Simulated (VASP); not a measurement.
The system is GaN.

```
Ga N
1.0
     0.00000    2.25350    2.25350
     2.25350    0.00000    2.25350
     2.25350    2.25350    0.00000
Ga N
1 1
Direct
  0.00000 0.00000 0.00000
  0.75000 0.75000 0.75000
```

The cell is a database's computed one.

| Item | Value |
| --- | --- |
| Program | VASP 6.6.1 |
| Task | relaxation of cell and atoms |
| Functional | PBE |
| Potentials or basis | VASP PAW PBE potentials, release 64 (Ga_d, N) |
| Cutoff | 600 eV |
| k mesh | 10 × 10 × 10 |
| Occupations | gaussian, width 0.03 eV |
| Spin | no spin polarisation |

At the start: pressure 4.9 GPa; volume 11.44 Å³/atom.

Task: How do energy, volume and symmetry change on relaxing?

Result: Over 3 steps the energy falls by 4.7 meV/atom and the volume is 11.76 Å³/atom (+2.8 %); space group F-43m (No. 216, to 0.05 Å).

Step by step:
| step | energy change (eV) | largest force (eV/Å) | pressure (GPa) | volume (Å³) |
| --- | --- | --- | --- | --- |
| 1 | 0.0000 | 0.0000 | 4.92 | 22.89 |
| 2 | -0.0029 | 0.0000 | -3.73 | 24.07 |
| 3 | -0.0095 | 0.0000 | -0.08 | 23.52 |

Final structure:
```xyz
2
Lattice="0.0000 2.2741 2.2741 2.2741 0.0000 2.2741 2.2741 2.2741 0.0000" Properties=species:S:1:pos:R:3 pbc="T T T"
Ga    0.0000    0.0000    0.0000
N     3.4112    3.4112    3.4112
```
